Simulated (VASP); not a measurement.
Here is the system:

```yaml
crystal:
  lattice:
    - [3.80203, 0.00000, 0.00000]
    - [0.00000, 3.80203, 0.00000]
    - [0.00000, 0.00000, 3.80203]
  atoms:
    - { symbol: Cd, position: [0.00000, 0.00000, 0.00000] }
    - { symbol: Ni, position: [0.50000, 0.50000, 0.00000] }
    - { symbol: Ni, position: [0.00000, 0.50000, 0.50000] }
    - { symbol: Ni, position: [0.50000, 0.00000, 0.50000] }
    - { symbol: N, position: [0.50000, 0.50000, 0.50000] }
```

These are PBEsol GGA, VASP's PBE PAW potentials (set 64) (plane waves; VASP 6.6.1) values and carry that method's errors. Numerical set-up: 520 eV cut-off, 9×9×9 Γ-centred mesh, tetrahedra with Blöchl corrections, potentials Cd Ni N.

**Question.** The job: CdNi₃N (space group Pm-3m), 5 atoms, PBEsol, static run, 520 eV, 9×9×9 Γ-centred mesh. Roughly how much core time does it take on a busy server core?

**Answer.** About 2 core-minutes (one run on a shared machine, a rough figure). It had 35 irreducible k-points, 28 bands, up to 1498 plane waves and 17 electronic steps.

The structure comes from a computed database's CdNi3N entry (Pm-3m); how it stands against other phases isn't given here. It was relaxed first.
